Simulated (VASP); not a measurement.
These are LDA (Ceperley-Alder, Perdew-Zunger), VASP's LDA PAW potentials (set 64) (plane waves; VASP) values and carry that method's errors.

VASP ran on this input.

File POSCAR:
```
LiCl
1.0
  0.0000000000   2.2663585906   2.2663585906
  2.2663585906   0.0000000000   2.2663585906
  2.2663585906   2.2663585906   0.0000000000
Li Cl
1 1
direct
  0.0000000000   0.0000000000   0.0000000000
  0.5000000000   0.5000000000   0.5000000000
```

KPOINTS:
```
Automatic mesh
0
G
 10 10 10
0 0 0
```

**INCAR**
```
SYSTEM = LiCl
PREC = Accurate
ENCUT = 620
EDIFF = 1E-6
NELM = 100
ALGO = Normal
LREAL = .FALSE.
LASPH = .TRUE.
ISMEAR = 0
SIGMA = 0.05
LWAVE = .FALSE.
LCHARG = .FALSE.
IBRION = 2
ISIF = 3
NSW = 40
EDIFFG = -0.02
PSTRESS = 200
```

POTCAR, in this order: Li_sv Cl (LDA.64 set). Program: vasp_std.

The resulting files:

### OUTCAR
```
 ion  position               nearest neighbor table
   1  0.000  0.000  0.000-   2 2.27   2 2.27   2 2.27   2 2.27   2 2.27   2 2.27
   2  0.500  0.500  0.500-   1 2.27   1 2.27   1 2.27   1 2.27   1 2.27   1 2.27
  LATTYP: Found a face centered cubic cell.
 ALAT       =     4.5327171812
 Subroutine PRICEL returns:
 Original cell was already a primitive cell.
 Subroutine GETGRP returns: Found 48 space group operations
The static configuration has the point symmetry O_h .
The dynamic configuration has the point symmetry O_h .
 Subroutine INISYM returns: Found 48 space group operations
 Subroutine IBZKPT returns following result:
 Found     47 irreducible k-points:

 Following reciprocal coordinates:
            Coordinates               Weight
  0.000000  0.000000  0.000000      1.000000
  0.100000  0.000000  0.000000      8.000000
  0.200000  0.000000  0.000000      8.000000
  0.300000  0.000000  0.000000      8.000000
  0.400000  0.000000  0.000000      8.000000
  0.500000  0.000000  0.000000      4.000000
  0.100000  0.100000  0.000000      6.000000
  0.200000  0.100000  0.000000     24.000000
  0.300000  0.100000  0.000000     24.000000
  0.400000  0.100000  0.000000     24.000000
  0.500000  0.100000  0.000000     24.000000
 -0.400000  0.100000  0.000000     24.000000
 -0.300000  0.100000  0.000000     24.000000
 -0.200000  0.100000  0.000000     24.000000
 -0.100000  0.100000  0.000000     12.000000
  0.200000  0.200000  0.000000      6.000000
  0.300000  0.200000  0.000000     24.000000
  0.400000  0.200000  0.000000     24.000000
  0.500000  0.200000  0.000000     24.000000
 -0.400000  0.200000  0.000000     24.000000
 -0.300000  0.200000  0.000000     24.000000
 -0.200000  0.200000  0.000000     12.000000
  0.300000  0.300000  0.000000      6.000000
  0.400000  0.300000  0.000000     24.000000
  0.500000  0.300000  0.000000     24.000000
 -0.400000  0.300000  0.000000     24.000000
 -0.300000  0.300000  0.000000     12.000000
  0.400000  0.400000  0.000000      6.000000
  0.500000  0.400000  0.000000     24.000000
 -0.400000  0.400000  0.000000     12.000000
  0.500000  0.500000  0.000000      3.000000
  0.300000  0.200000  0.100000     24.000000
  0.400000  0.200000  0.100000     48.000000
  0.500000  0.200000  0.100000     48.000000
 -0.400000  0.200000  0.100000     24.000000
  0.400000  0.300000  0.100000     24.000000
  0.500000  0.300000  0.100000     48.000000
 -0.400000  0.300000  0.100000     48.000000
 -0.300000  0.300000  0.100000     48.000000
 -0.200000  0.300000  0.100000     24.000000
   k-points           NKPTS =     47   k-points in BZ     NKDIM =     47   number of bands    NBANDS=      9
   number of dos      NEDOS =    301   number of ions     NIONS =      2
   total plane-waves  NPLWV =  21952
   dimension x,y,z NGX =    28 NGY =   28 NGZ =   28
   dimension x,y,z NGXF=    56 NGYF=   56 NGZF=   56
   ions per type =               1   1
   PREC   = accura    normal or accurate (medium, high low for compatibility)
   ISTART =      0    job   : 0-new  1-cont  2-samecut
   ICHARG =      2    charge: 1-file 2-atom 10-const
   ISPIN  =      1    spin polarized calculation?
   LNONCOLLINEAR =      F non collinear calculations
   LSORBIT =      F    spin-orbit coupling
   INIWAV =      1    electr: 0-lowe 1-rand  2-diag
   ENCUT  =  620.0 eV  45.57 Ry    6.75 a.u.   6.51  6.51  6.51*2*pi/ulx,y,z
   NELM   =    100;   NELMIN=  2; NELMDL= -5     # of ELM steps
   EDIFF  = 0.1E-05   stopping-criterion for ELM
   LREAL  =      F    real-space projection
   NLSPLINE    = F    spline interpolate recip. space projectors
   LMAXMIX     =    2 max onsite mixed and CHGCAR
...
```

OSZICAR:
```
       N       E                     dE             d eps       ncg     rms          rms(c)
DAV:   1     0.446006342454E+02    0.44601E+02   -0.52663E+03   846   0.121E+03
DAV:   2    -0.618324542929E+01   -0.50784E+02   -0.49510E+02  1158   0.185E+02
DAV:   3    -0.776769082977E+01   -0.15844E+01   -0.15815E+01  1052   0.376E+01
DAV:   4    -0.780320642668E+01   -0.35516E-01   -0.35476E-01  1345   0.501E+00
DAV:   5    -0.780344643988E+01   -0.24001E-03   -0.23998E-03  1104   0.389E-01    0.360E+00
DAV:   6    -0.774152017562E+01    0.61926E-01   -0.11243E-01   961   0.198E+00    0.246E+00
DAV:   7    -0.773332338392E+01    0.81968E-02   -0.48193E-02  1262   0.133E+00    0.103E+00
DAV:   8    -0.773324032547E+01    0.83058E-04   -0.40001E-03  1044   0.520E-01    0.110E-01
DAV:   9    -0.773322462766E+01    0.15698E-04   -0.16355E-04  1164   0.923E-02    0.404E-02
DAV:  10    -0.773322430282E+01    0.32484E-06   -0.14561E-05  1141   0.319E-02    0.535E-03
DAV:  11    -0.773322430670E+01   -0.38738E-08   -0.12185E-06   661   0.109E-02
   1 F= -.48269588E+01 E0= -.48269588E+01  d E =-.482696E+01
```

### OUTCAR
```
------------------------ aborting loop because EDIFF is reached ----------------------------------------
  FORCE on cell =-STRESS in cart. coord.  units (eV):
  Direction    XX          YY          ZZ          XY          YZ          ZX
  --------------------------------------------------------------------------------------
  Total        2.9178038      2.9178038      2.9178038      0.0000000     -0.0000000     -0.0000000
  in kB      200.7940261    200.7940261    200.7940261      0.0000000     -0.0000000     -0.0000000
  external PRESSURE =       0.7940261 kB  Pullay stress =     200.0000000 kB
  volume of cell :       23.28
      direct lattice vectors                 reciprocal lattice vectors
     0.000000000  2.266358591  2.266358591    -0.220618221  0.220618221  0.220618221
     2.266358591  0.000000000  2.266358591     0.220618221 -0.220618221  0.220618221
     2.266358591  2.266358591  0.000000000     0.220618221  0.220618221 -0.220618221
  FREE ENERGIE OF THE ION-ELECTRON SYSTEM (eV)
  ---------------------------------------------------
  free  energy   TOTEN  =        -7.7332243067 eV

  energy  without entropy=       -7.7332243067  energy(sigma->0) =       -7.73322431
  enthalpy is  TOTEN    =        -4.8269587947 eV   P V=        2.9062655120

 reached required accuracy - stopping structural energy minimisation
```
(Selected blocks of OUTCAR.)

### OUTCAR
```
 val. band max:        4.0391883173   @ k =  -0.1000   0.1000   0.0000

 cond. band min:      10.7702228131   @ k =   0.5000   0.0000   0.0000


 Fermi energy:         4.4310978712

 k-point     1 :       0.0000    0.0000    0.0000
  band No.  band energies     occupation
      1     -38.2991      2.00000
      2     -11.0737      2.00000
      3       4.0248      2.00000
      4       4.0248      2.00000
      5       4.0248      2.00000
      6      12.9012      0.00000
      7      15.8675      0.00000
      8      15.8675      0.00000
      9      15.8675      0.00000

 k-point     2 :       0.1000    0.0000    0.0000
  band No.  band energies     occupation
      1     -38.2968      2.00000
      2     -10.9775      2.00000
      3       3.4502      2.00000
      4       3.9717      2.00000
      5       3.9717      2.00000
      6      13.1261      0.00000
      7      15.4301      0.00000
      8      15.9947      0.00000
      9      15.9947      0.00000

 k-point     3 :       0.2000    0.0000    0.0000
  band No.  band energies     occupation
      1     -38.2915      2.00000
      2     -10.7091      2.00000
      3       2.1404      2.00000
      4       3.8420      2.00000
      5       3.8420      2.00000
      6      12.6070      0.00000
      7      15.2799      0.00000
      8      15.2799      0.00000
      9      16.1127      0.00000

 k-point     4 :       0.3000    0.0000    0.0000
  band No.  band energies     occupation
      1     -38.2852      2.00000
      2     -10.3349      2.00000
      3       0.7309      2.00000
      4       3.6981      2.00000
      5       3.6981      2.00000
      6      11.6512      0.00000
      7      14.1213      0.00000
      8      14.1213      0.00000
      9      17.9186      0.00000

 k-point     5 :       0.4000    0.0000    0.0000
  band No.  band energies     occupation
      1     -38.2800      2.00000
      2      -9.9857      2.00000
      3      -0.3311      2.00000
...
```

The compound is LiCl in the rock salt structure. It was relaxed first under an external pressure of 20 GPa.
